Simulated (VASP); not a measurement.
OSZICAR of a VASP run on Nd (space group P6_3/mmc):

File OSZICAR:
```
       N       E                     dE             d eps       ncg     rms          rms(c)
DAV:   1     0.661154260304E+03    0.66115E+03   -0.14100E+04  2568   0.162E+03
DAV:   2     0.109274984394E+03   -0.55188E+03   -0.54093E+03  3520   0.460E+02
DAV:   3    -0.315428002840E+01   -0.11243E+03   -0.10571E+03  4421   0.244E+02
DAV:   4    -0.192848593727E+02   -0.16131E+02   -0.15096E+02  4688   0.113E+02
DAV:   5    -0.236882258176E+02   -0.44034E+01   -0.42318E+01  4976   0.515E+01    0.610E+01
DAV:   6    -0.724332085343E+02   -0.48745E+02   -0.71687E+02  4184   0.146E+02    0.886E+01
DAV:   7    -0.249794628159E+02    0.47454E+02   -0.62298E+01  3956   0.790E+01    0.523E+01
DAV:   8    -0.225346728031E+02    0.24448E+01   -0.17574E+02  4224   0.806E+01    0.631E+01
DAV:   9    -0.308085533351E+02   -0.82739E+01   -0.18056E+02  4992   0.791E+01    0.713E+01
DAV:  10    -0.333391975585E+02   -0.25306E+01   -0.33816E+01  4663   0.488E+01    0.700E+01
DAV:  11    -0.347876776411E+02   -0.14485E+01   -0.83759E+00  4992   0.153E+01    0.751E+01
DAV:  12    -0.350062718028E+02   -0.21859E+00   -0.21745E+00  4892   0.816E+00    0.745E+01
DAV:  13    -0.351070783423E+02   -0.10081E+00   -0.97455E-01  4992   0.377E+00    0.752E+01
DAV:  14    -0.334723425349E+02    0.16347E+01   -0.15564E+00  4425   0.636E+00    0.689E+01
DAV:  15    -0.327252575710E+02    0.74708E+00   -0.89486E-01  4936   0.397E+00    0.662E+01
DAV:  16    -0.337157462491E+02   -0.99049E+00   -0.61740E-01  4584   0.447E+00    0.695E+01
DAV:  17    -0.286656154335E+02    0.50501E+01   -0.37572E+01  4304   0.252E+01    0.600E+01
DAV:  18    -0.311939290139E+02   -0.25283E+01   -0.13630E+01  4564   0.308E+01    0.636E+01
DAV:  19    -0.315767026517E+02   -0.38277E+00   -0.28106E+00  4864   0.746E+00    0.635E+01
DAV:  20    -0.316388796271E+02   -0.62177E-01   -0.71783E-01  4409   0.337E+00    0.655E+01
DAV:  21    -0.288956506310E+02    0.27432E+01   -0.67064E+00  4224   0.119E+01    0.752E+01
DAV:  22    -0.288754640043E+02    0.20187E-01   -0.21928E+00  4923   0.581E+00    0.808E+01
DAV:  23    -0.284213706766E+02    0.45409E+00   -0.11598E+00  4752   0.364E+00    0.743E+01
DAV:  24    -0.259235220325E+02    0.24978E+01   -0.23027E+00  4314   0.897E+00    0.552E+01
DAV:  25    -0.247695451268E+02    0.11540E+01   -0.64934E+00  4744   0.113E+01    0.326E+01
DAV:  26    -0.250764914028E+02   -0.30695E+00   -0.41582E+00  4976   0.846E+00    0.309E+01
DAV:  27    -0.252285741650E+02   -0.15208E+00   -0.21898E+00  4688   0.753E+00    0.262E+01
DAV:  28    -0.253589807057E+02   -0.13041E+00   -0.18290E+00  4816   0.525E+00    0.283E+01
DAV:  29    -0.255046593369E+02   -0.14568E+00   -0.65063E-01  4740   0.300E+00    0.273E+01
DAV:  30    -0.254409496311E+02    0.63710E-01   -0.74260E-01  4400   0.304E+00    0.287E+01
DAV:  31    -0.254880736001E+02   -0.47124E-01   -0.34741E-01  4917   0.182E+00    0.282E+01
DAV:  32    -0.256385413775E+02   -0.15047E+00   -0.54352E-01  4288   0.248E+00    0.310E+01
DAV:  33    -0.256962377447E+02   -0.57696E-01   -0.37392E-01  4864   0.197E+00    0.316E+01
DAV:  34    -0.256812831830E+02    0.14955E-01   -0.17665E-01  4392   0.161E+00    0.310E+01
DAV:  35    -0.258940705775E+02   -0.21279E+00   -0.47364E-01  4616   0.317E+00    0.352E+01
DAV:  36    -0.260967138104E+02   -0.20264E+00   -0.97907E-01  4464   0.442E+00    0.422E+01
DAV:  37    -0.261471277719E+02   -0.50414E-01   -0.30092E-01  4858   0.215E+00    0.413E+01
DAV:  38    -0.261395758709E+02    0.75519E-02   -0.16745E-01  4720   0.116E+00    0.413E+01
DAV:  39    -0.261192864825E+02    0.20289E-01   -0.11033E-01  4897   0.692E-01    0.410E+01
DAV:  40    -0.260935707607E+02    0.25716E-01   -0.12095E-01  4296   0.112E+00    0.405E+01
DAV:  41    -0.261642125795E+02   -0.70642E-01   -0.13687E-01  4648   0.140E+00    0.426E+01
DAV:  42    -0.259478882336E+02    0.21632E+00   -0.22455E-01  4432   0.251E+00    0.364E+01
DAV:  43    -0.256405989138E+02    0.30729E+00   -0.77637E-01  4352   0.420E+00    0.257E+01
DAV:  44    -0.252475453161E+02    0.39305E+00   -0.12130E+00  4504   0.491E+00    0.130E+01
DAV:  45    -0.252487706735E+02   -0.12254E-02   -0.52998E-01  4960   0.345E+00    0.123E+01
DAV:  46    -0.253957830875E+02   -0.14701E+00   -0.36384E-01  4864   0.223E+00    0.142E+01
DAV:  47    -0.254921279688E+02   -0.96345E-01   -0.29811E-01  4856   0.138E+00    0.140E+01
DAV:  48    -0.255186885363E+02   -0.26561E-01   -0.21055E-01  4704   0.940E-01    0.145E+01
DAV:  49    -0.255106792997E+02    0.80092E-02   -0.30030E-01  4576   0.154E+00    0.136E+01
DAV:  50    -0.254891094588E+02    0.21570E-01   -0.24622E-01  4770   0.135E+00    0.131E+01
DAV:  51    -0.254071725352E+02    0.81937E-01   -0.36583E-01  4192   0.214E+00    0.153E+01
DAV:  52    -0.254567850589E+02   -0.49613E-01   -0.17985E-01  4873   0.127E+00    0.148E+01
DAV:  53    -0.254915883977E+02   -0.34803E-01   -0.10171E-01  4440   0.826E-01    0.166E+01
DAV:  54    -0.255094792989E+02   -0.17891E-01   -0.90073E-02  4817   0.870E-01    0.163E+01
DAV:  55    -0.255138885217E+02   -0.44092E-02   -0.76378E-02  4824   0.593E-01    0.159E+01
DAV:  56    -0.256225739015E+02   -0.10869E+00   -0.17106E-01  4520   0.251E+00    0.202E+01
DAV:  57    -0.256538484568E+02   -0.31275E-01   -0.92998E-02  4907   0.114E+00    0.192E+01
DAV:  58    -0.256686323971E+02   -0.14784E-01   -0.74233E-02  4760   0.804E-01    0.174E+01
DAV:  59    -0.256860257821E+02   -0.17393E-01   -0.69111E-02  4625   0.748E-01    0.168E+01
DAV:  60    -0.256807889492E+02    0.52368E-02   -0.36288E-02  4713   0.466E-01    0.166E+01
DAV:  61    -0.257280749443E+02   -0.47286E-01   -0.18426E-01  4169   0.170E+00    0.131E+01
DAV:  62    -0.257811060243E+02   -0.53031E-01   -0.16284E-01  4704   0.173E+00    0.977E+00
DAV:  63    -0.258010707791E+02   -0.19965E-01   -0.88530E-02  4984   0.110E+00    0.929E+00
DAV:  64    -0.258206242812E+02   -0.19554E-01   -0.97877E-02  4632   0.984E-01    0.716E+00
DAV:  65    -0.258274277827E+02   -0.68035E-02   -0.10095E-01  4608   0.124E+00    0.480E+00
DAV:  66    -0.258346592899E+02   -0.72315E-02   -0.10642E-01  4792   0.117E+00    0.307E+00
DAV:  67    -0.258537981094E+02   -0.19139E-01   -0.57933E-02  4888   0.648E-01    0.289E+00
DAV:  68    -0.258624579829E+02   -0.86599E-02   -0.41930E-02  4968   0.419E-01    0.272E+00
DAV:  69    -0.258675023201E+02   -0.50443E-02   -0.29730E-02  4936   0.325E-01    0.257E+00
DAV:  70    -0.258718350694E+02   -0.43327E-02   -0.31831E-02  4784   0.493E-01    0.249E+00
DAV:  71    -0.258762588336E+02   -0.44238E-02   -0.29031E-02  4856   0.533E-01    0.286E+00
DAV:  72    -0.258792225628E+02   -0.29637E-02   -0.19579E-02  4936   0.282E-01    0.288E+00
DAV:  73    -0.258812945493E+02   -0.20720E-02   -0.15632E-02  4896   0.311E-01    0.257E+00
DAV:  74    -0.258831016577E+02   -0.18071E-02   -0.12752E-02  4952   0.141E-01    0.259E+00
DAV:  75    -0.258838705473E+02   -0.76889E-03   -0.13206E-02  4432   0.191E-01    0.240E+00
DAV:  76    -0.258841028110E+02   -0.23226E-03   -0.12864E-02  4656   0.227E-01    0.201E+00
DAV:  77    -0.258864971016E+02   -0.23943E-02   -0.11189E-02  4824   0.218E-01    0.220E+00
DAV:  78    -0.258854855071E+02    0.10116E-02   -0.10950E-02  4728   0.321E-01    0.231E+00
DAV:  79    -0.258859639138E+02   -0.47841E-03   -0.74536E-03  4760   0.208E-01    0.236E+00
DAV:  80    -0.258865176419E+02   -0.55373E-03   -0.57065E-03  4520   0.145E-01    0.244E+00
DAV:  81    -0.258901714065E+02   -0.36538E-02   -0.14418E-02  4512   0.580E-01    0.272E+00
DAV:  82    -0.258915351836E+02   -0.13638E-02   -0.11165E-02  4848   0.421E-01    0.253E+00
DAV:  83    -0.258925608828E+02   -0.10257E-02   -0.94296E-03  4664   0.314E-01    0.247E+00
DAV:  84    -0.258938884466E+02   -0.13276E-02   -0.61010E-03  4856   0.182E-01    0.246E+00
DAV:  85    -0.258949558175E+02   -0.10674E-02   -0.66744E-03  4664   0.203E-01    0.241E+00
DAV:  86    -0.258956797490E+02   -0.72393E-03   -0.41172E-02  4632   0.888E-01    0.202E+00
DAV:  87    -0.259012761752E+02   -0.55964E-02   -0.12811E-02  4865   0.440E-01    0.205E+00
DAV:  88    -0.259028941321E+02   -0.16180E-02   -0.29418E-02  4640   0.620E-01    0.187E+00
DAV:  89    -0.259072649517E+02   -0.43708E-02   -0.19995E-02  4602   0.543E-01    0.185E+00
DAV:  90    -0.259080308093E+02   -0.76586E-03   -0.44978E-02  4704   0.791E-01    0.156E+00
DAV:  91    -0.258774160569E+02    0.30615E-01   -0.27722E-01  4664   0.250E+00    0.114E+00
DAV:  92    -0.259092238965E+02   -0.31808E-01   -0.58637E-02  4730   0.111E+00    0.110E+00
DAV:  93    -0.259171534728E+02   -0.79296E-02   -0.28861E-02  4984   0.439E-01    0.113E+00
DAV:  94    -0.259165901649E+02    0.56331E-03   -0.23433E-02  4769   0.377E-01    0.102E+00
DAV:  95    -0.259189765020E+02   -0.23863E-02   -0.15472E-02  4808   0.218E-01    0.103E+00
DAV:  96    -0.259193244429E+02   -0.34794E-03   -0.13736E-02  4809   0.222E-01    0.101E+00
DAV:  97    -0.259188110987E+02    0.51334E-03   -0.11992E-02  4864   0.206E-01    0.102E+00
DAV:  98    -0.259186761597E+02    0.13494E-03   -0.90017E-03  4800   0.172E-01    0.106E+00
DAV:  99    -0.259209371449E+02   -0.22610E-02   -0.10284E-02  4536   0.290E-01    0.904E-01
DAV: 100    -0.259247890890E+02   -0.38519E-02   -0.11014E-02  4562   0.354E-01
   1 F= -.25924789E+02 E0= -.25669957E+02  d E =-.509663E+00  mag=    16.6341
```

### Question
Which electronic solver shows in the log?

### Answer
It is blocked Davidson (ALGO = Normal, or the opening steps of other solvers). The INCAR had ALGO = Normal.

### Question
How was spin treated?

### Answer
Collinear spin (ISPIN = 2): the summary line carries one mag value, 16.63 μB in the cell.

### Question
Can the final energy be trusted as converged?

### Answer
Convergence was not reached. It stopped with EDIFF = 1E-6, NELM = 100 (PBE GGA, plane waves, VASP's PBE PAW potentials (set 64)).  The run has a spin-polarised start.

The structure comes from a computed database's Nd entry; how it stands against other phases isn't given here. The cell was not relaxed at this level. The run is one of a series of settings (SIGMA = 0.1 against the base run), some of them coarse on purpose. VASP warned that the highest band is occupied, so more bands are needed.
